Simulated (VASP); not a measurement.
A convergence study with VASP on Ni3Sn (space group Pm-3m): one setting is varied, all else stays as given below, so the limit is that of these other settings. Each run relaxes cell and ions from the cell shown. The basis is that of the starting cell, so low cut-offs carry a Pulay error.

```
Ni3Sn
1.0
    3.68956     0.00000     0.00000
    0.00000     3.68956     0.00000
    0.00000     0.00000     3.68956
Ni Sn
3 1
Direct
  0.00000   0.50000   0.50000
  0.50000   0.00000   0.50000
  0.50000   0.50000   0.00000
  0.00000   0.00000   0.00000
```

Calculation: PBEsol GGA, VASP's PBE PAW potentials (set 64) (plane waves; VASP). The tightest run used: 700 eV cut-off, 7×7×7 Γ-centred mesh, first-order Methfessel-Paxton smearing of 0.10 eV, potentials Ni Sn_d.

Question: The settings run are ENCUT = 200; ENCUT = 250; ENCUT = 300; ENCUT = 350; ENCUT = 400; ENCUT = 450; ENCUT = 500; ENCUT = 550; ENCUT = 600; ENCUT = 650; ENCUT = 700. From which on does the relaxed volume stay within 0.02 Å³/atom of the tightest run?

Answer: From ENCUT = 450 on: it is off by 0.005 there and by no more than 0.02 in any finer run, while ENCUT = 400 is off by 0.026.
| setting | relaxed volume (Å³/atom) | E (eV/atom) | plane waves | difference judged (Å³/atom) |
|---|---|---|---|---|
| ENCUT = 200 | 10.765 | -6.0510 | 341 | 1.671 |
| ENCUT = 250 | 12.084 | -5.8951 | 461 | 0.353 |
| ENCUT = 300 | 12.415 | -5.9022 | 619 | 0.021 |
| ENCUT = 350 | 12.397 | -5.8997 | 756 | 0.039 |
| ENCUT = 400 | 12.410 | -5.8972 | 928 | 0.026 |
| ENCUT = 450 | 12.431 | -5.8963 | 1097 | 0.005 |
| ENCUT = 500 | 12.437 | -5.8963 | 1309 | 0.001 |
| ENCUT = 550 | 12.435 | -5.8963 | 1480 | 0.002 |
| ENCUT = 600 | 12.433 | -5.8963 | 1743 | 0.003 |
| ENCUT = 650 | 12.434 | -5.8963 | 1907 | 0.002 |
| ENCUT = 700 | 12.436 | -5.8963 | 2128 | 0.000 |

Left out are rungs that failed or repeat a setting and relaxations that didn't move; long series are thinned to 24 rows.

The structure comes from a computed database's Ni3Sn entry (Pm-3m); how it stands against other phases isn't given here. The run is not spin-polarised, so no magnetic state was tried.
